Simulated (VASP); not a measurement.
RuSe:

```xyz
2
Lattice="0.0000 2.9063 2.9063 2.9063 0.0000 2.9063 2.9063 2.9063 0.0000" Properties=species:S:1:pos:R:3 pbc="T T T"
Ru    0.0000    0.0000    0.0000
Se    1.4532    1.4532    1.4532
```

The cell comes from a database or a generator and needn't be the stable form of this composition.

Base run:

| Item | Value |
| --- | --- |
| Program | VASP 6.6.1 |
| Functional | PBE |
| Potentials or basis | VASP PAW PBE potentials, release 64 (Ru_pv, Se) |
| Cutoff | 520 eV |
| k mesh | 6 × 6 × 6 |
| Occupations | gaussian, width 0.05 eV |
| Spin | collinear spin, random start |
| Starting moments | [-0.91, 0.0] μB |

Its results: band gap on the k mesh none (metal or under the smearing width); pressure -12.7 GPa; net moment 0.00 μB per cell.

The run is repeated on the same cell with these changes: moments at the start from [-0.91, 0.0] to [0.35, 0.0]; hubbard terms from none to Ru d U = 4 eV. What comes out?

Band gap on the k mesh none (metal or under the smearing width); pressure 0.4 GPa; net moment 1.99 μB per cell; site moments Ru +1.91; Se -0.15 μB.

Not every run made on this cell is shown here.
